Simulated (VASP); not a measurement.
Given:

```yaml
crystal:
  lattice:
    - [0.00000, 1.97109, 1.97109]
    - [1.97109, 0.00000, 1.97109]
    - [1.97109, 1.97109, 0.00000]
  atoms:
    - { symbol: Pt, position: [0.00000, 0.00000, 0.00000] }
```

Level of theory: r2SCAN meta-GGA with spin-orbit coupling, VASP's PBE PAW potentials (set 64) (plane waves; VASP). Numerical set-up: 400 eV cut-off, 14×14×14 Γ-centred mesh, Gaussian smearing of 0.050 eV, potentials Pt.

Task: Give the energies of bands 1 to 12 at the high-symmetry points, in eV from the Fermi level.

Result: 
```json
[
 {"band": "1", "Γ": "-10.32", "X": "-7.18", "U": "-6.40", "L": "-7.46", "W": "-5.79"},
 {"band": "2", "Γ": "-10.32", "X": "-7.18", "U": "-6.40", "L": "-7.46", "W": "-5.79"},
 {"band": "3", "Γ": "-4.29", "X": "-6.77", "U": "-5.60", "L": "-4.48", "W": "-4.85"},
 {"band": "4", "Γ": "-4.29", "X": "-6.77", "U": "-5.60", "L": "-4.48", "W": "-4.85"},
 {"band": "5", "Γ": "-4.29", "X": "-0.25", "U": "-2.97", "L": "-3.48", "W": "-4.54"},
 {"band": "6", "Γ": "-4.29", "X": "-0.25", "U": "-2.97", "L": "-3.48", "W": "-4.54"},
 {"band": "7", "Γ": "-3.30", "X": "0.14", "U": "-1.39", "L": "-0.34", "W": "-1.95"},
 {"band": "8", "Γ": "-3.30", "X": "0.14", "U": "-1.39", "L": "-0.34", "W": "-1.95"},
 {"band": "9", "Γ": "-1.53", "X": "1.08", "U": "-0.04", "L": "-0.27", "W": "0.54"},
 {"band": "10", "Γ": "-1.53", "X": "1.08", "U": "-0.04", "L": "-0.27", "W": "0.54"},
 {"band": "11", "Γ": "-1.53", "X": "1.79", "U": "5.97", "L": "0.37", "W": "7.41"},
 {"band": "12", "Γ": "-1.53", "X": "1.79", "U": "5.97", "L": "0.37", "W": "7.41"}
]
```

It has no gap at this level: it comes out as a metal or semimetal.

The compound is Pt in the fcc structure. It was relaxed first.
